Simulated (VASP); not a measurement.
All values below come from r2SCAN+rVV10, VASP's PBE PAW potentials (set 64) (plane waves; VASP).

A VASP calculation is set up with these files.

INCAR:
```
# general
SYSTEM   = SnO2
PREC     = Accurate
ENCUT    = 520
LREAL    = F
LASPH    = T

# electronic loop
EDIFF    = 1E-7
NELM     = 100
ALGO     = Normal
LMAXMIX  = 4
LMIXTAU  = T

# smearing
ISMEAR   = -5

# functional
METAGGA  = R2SCAN
LUSE_VDW = T
BPARAM   = 11.95
CPARAM   = 0.0093

# ions
ISIF     = 2

# output
LWAVE    = F
LCHARG   = F
LORBIT   = 11
NEDOS    = 601

# other
LEFG     = T
```

### KPOINTS
```
Automatic mesh
0
Gamma
5 5 8
```

KPOINTS_OPT:
```
k-points along high-symmetry lines
6
Line-mode
Reciprocal
  0.000000   0.000000   0.000000 ! GAMMA
  0.000000   0.500000   0.000000 ! X

  0.000000   0.500000   0.000000 ! X
  0.500000   0.500000   0.000000 ! M

  0.500000   0.500000   0.000000 ! M
  0.000000   0.000000   0.000000 ! GAMMA

  0.000000   0.000000   0.000000 ! GAMMA
  0.000000   0.000000   0.500000 ! Z

  0.000000   0.000000   0.500000 ! Z
  0.000000   0.500000   0.500000 ! R

  0.000000   0.500000   0.500000 ! R
  0.500000   0.500000   0.500000 ! A

  0.500000   0.500000   0.500000 ! A
  0.000000   0.000000   0.500000 ! Z

  0.000000   0.500000   0.000000 ! X
  0.000000   0.500000   0.500000 ! R

  0.500000   0.500000   0.000000 ! M
  0.500000   0.500000   0.500000 ! A
```

File POSCAR:
```
SnO2
1
    4.7512388387    -0.0000000000     0.0000000000
    0.0000000000     4.7512388387     0.0000000000
    0.0000000000     0.0000000000     3.2063481965
Sn O
2 4
Direct
  0.0000000000   0.0000000000   0.0000000000
  0.5000000000   0.5000000000   0.5000000000
  0.3056820039   0.3056820039   0.0000000000
  0.8056820039   0.1943179961   0.5000000000
  0.1943179961   0.8056820039   0.5000000000
  0.6943179961   0.6943179961   1.0000000000
```

POTCAR, in this order: Sn_d O (PBE.64 set). Program: vasp_std.

Q: What will the output report for the number of irreducible k-points (NKPTS), largest plane-wave count, number of space-group operations, FFT grid (NGX, NGY, NGZ)?

A: 
```json
{
  "number of irreducible k-points (NKPTS)": "30",
  "largest_plane_wave_count": "1970",
  "number_of_space_group_operations": "16",
  "FFT grid (NGX, NGY, NGZ)": "36 × 36 × 24"
}
```

The compound is SnO2 in the rutile structure. It was relaxed first.
